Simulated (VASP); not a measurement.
Here is the system:

```
CELL_PARAMETERS angstrom
      0.00000     3.10850     3.10850
      3.10850     0.00000     3.10850
      3.10850     3.10850     0.00000
ATOMIC_POSITIONS crystal
  Ga 0.00000 0.00000 0.00000
  Sb 0.75000 0.75000 0.75000
```

These are PBE GGA, VASP's PBE PAW potentials (set 64) (plane waves; VASP) values and carry that method's errors. Settings: 300 eV cut-off, 6×6×6 Γ-centred mesh, first-order Methfessel-Paxton smearing of 0.10 eV, potentials Ga_d Sb.

Q: Give the energies of bands 7 to 12 at the high-symmetry points, in eV from the Fermi level.

A: 
| band | Γ | X | U | L | W |
|---|---|---|---|---|---|
| 7 | -0.30 | -6.60 | -6.44 | -6.14 | -6.49 |
| 8 | 0.00 | -2.41 | -3.38 | -1.08 | -3.13 |
| 9 | 0.00 | -2.41 | -2.05 | -1.08 | -2.92 |
| 10 | 0.00 | 0.95 | 1.44 | 0.30 | 3.50 |
| 11 | 2.78 | 1.34 | 3.80 | 3.74 | 4.29 |
| 12 | 2.78 | 8.37 | 6.39 | 3.74 | 4.30 |

It has no gap at this level: it comes out as a metal or semimetal.

The structure comes from a computed database's GaSb entry; how it stands against other phases isn't given here. The cell was not relaxed at this level.
